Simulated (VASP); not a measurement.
An input for Ansatz (written as the equivalent of a VASP run, and not itself run):

Ansatz 0.2 input:
```yaml
crystal:
  lattice:
    - [1.3904340, -2.3702270, 0.0000000]
    - [1.3904340, 2.3702270, 0.0000000]
    - [0.0000000, 0.0000000, 4.5128720]
  atoms:
    - { symbol: Tc, position: [0.3333330, 0.6666670, 0.2500000] }
    - { symbol: Tc, position: [0.6933270, 0.3599930, 0.7500000] }
kpoints:
  mp_grid: { grid: [14, 14, 7] }
hamiltonian:
  xc: pbe
  pseudopotentials: { kind: paw }
scf:
  occupations: { method: tetrahedron_uncorrected }
  max_iter: 100
output: { forces: true, stress: true, eigenvalues: true }
```

Write the VASP files for the same calculation (PBE).

One answer among several that fit: 
INCAR:
```
! general
SYSTEM   =  Tc
PREC     =  Accurate
ENCUT    =  400
LREAL    =  F
LASPH    =  T

! electronic loop
EDIFF    =  1E-6
NELM     =  100
ALGO     =  Normal
LMAXMIX  =  4

! smearing
ISMEAR   =  -4

! functional
GGA      =  PE

! ions
ISIF     =  2

! output
LWAVE    =  F
LCHARG   =  F
```

### KPOINTS
```
Automatic mesh
0
gamma
14 14 7
0 0 0
```

### POSCAR
```
Tc
1
    1.3904340000    -2.3702270000     0.0000000000
    1.3904340000     2.3702270000     0.0000000000
    0.0000000000     0.0000000000     4.5128720000
Tc
2
Direct
  0.3333330000   0.6666670000   0.2500000000
  0.6933270000   0.3599930000   0.7500000000
```

POTCAR, in this order: Tc_pv (PBE.64 set). Program: vasp_std.

Limits of the translation: each code has its own PAW files, so the cut-off isn't converted (ENCUT is set for VASP's; basis.ecutwfc is left out, and Ansatz then takes the one that its files recommend); Ansatz stops its SCF on the density residual and VASP on the energy change (EDIFF).

The compound is Tc in the hcp structure. The cell was not relaxed at this level, atoms are displaced from their ideal sites. The run is one of a series of settings (ISMEAR = -4, SIGMA removed against the base run), some of them coarse on purpose.
